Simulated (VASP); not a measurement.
The input files of a VASP run:

### INCAR
```
SYSTEM = Be2Ge
PREC = Accurate
ENCUT = 400
EDIFF = 1E-6
NELM = 100
ALGO = Normal
LREAL = .FALSE.
LASPH = .TRUE.
ISMEAR = 1
SIGMA = 0.1
GGA = PE
LMAXMIX = 4
LWAVE = .FALSE.
LCHARG = .FALSE.
ISIF = 2
LSORBIT = .TRUE.
MAGMOM = 0 0 0 0 0 0 0 0 0
GGA_COMPAT = .FALSE.
```

**KPOINTS**
```
Automatic mesh
0
Gamma
8 8 4
0 0 0
```

**POSCAR**
```
Be2Ge
1
    3.3816690000     0.0000000000     0.0000000000
   -1.6908350000     2.9286110000     0.0000000000
    0.0000000000     0.0000000000     5.4553340000
Ge Be
1 2
Direct
  0.0000000000   0.0000000000   0.0000000000
  0.3333330000   0.6666670000   0.2520000000
  0.6666670000   0.3333330000   0.7480000000
```

POTCAR, in this order: Ge_d Be (PBE.64 set). Program: vasp_std.

Task: What happens when VASP runs on this input?

Result: There is a fault: LSORBIT needs the non-collinear program vasp_ncl. VASP stops with an error: ERROR: Noncollinear calculations require that VASP is compiled without the flag -DNGXhalf and-DNGZhalf. You probably tried to run a noncollinear calculation (LNONCOLLINEAR=T) with the executable vasp_std. Use vasp_ncl instead! ----> I REFUSE TO CONTINUE WITH THIS SICK JOB ... BYE!!! <----

File standard output:
```
 POSCAR found type information on POSCAR GeBe
 POSCAR found :  2 types and       3 ions
 Reading from existing POTCAR

 -----------------------------------------------------------------------------
|                                                                             |
|     EEEEEEE  RRRRRR   RRRRRR   OOOOOOO  RRRRRR      ###     ###     ###     |
|     E        R     R  R     R  O     O  R     R     ###     ###     ###     |
|     E        R     R  R     R  O     O  R     R     ###     ###     ###     |
|     EEEEE    RRRRRR   RRRRRR   O     O  RRRRRR       #       #       #      |
|     E        R   R    R   R    O     O  R   R                               |
|     E        R    R   R    R   O     O  R    R      ###     ###     ###     |
|     EEEEEEE  R     R  R     R  OOOOOOO  R     R     ###     ###     ###     |
|                                                                             |
|     ERROR: Noncollinear calculations require that VASP is compiled          |
|     without the flag -DNGXhalf and-DNGZhalf.                                |
|     You probably tried to run a noncollinear calculation                    |
|     (LNONCOLLINEAR=T) with the executable vasp_std. Use vasp_ncl            |
|     instead!                                                                |
|                                                                             |
|       ---->  I REFUSE TO CONTINUE WITH THIS SICK JOB ... BYE!!! <----       |
|                                                                             |
 -----------------------------------------------------------------------------
```

To mend it, run vasp_ncl.

The mended run (PBE GGA with spin-orbit coupling, plane waves, VASP's PBE PAW potentials (set 64)) converges, and its OSZICAR ends with
```
   1 F= -.89237750E+01 E0= -.89233370E+01  d E =-.131398E-02  mag=    -0.0000    -0.0000     0.0000
```

The structure was generated: Be2Ge was put into the CdI2 type (P-3m1), which need not be its known phase. The cell was not relaxed at this level.
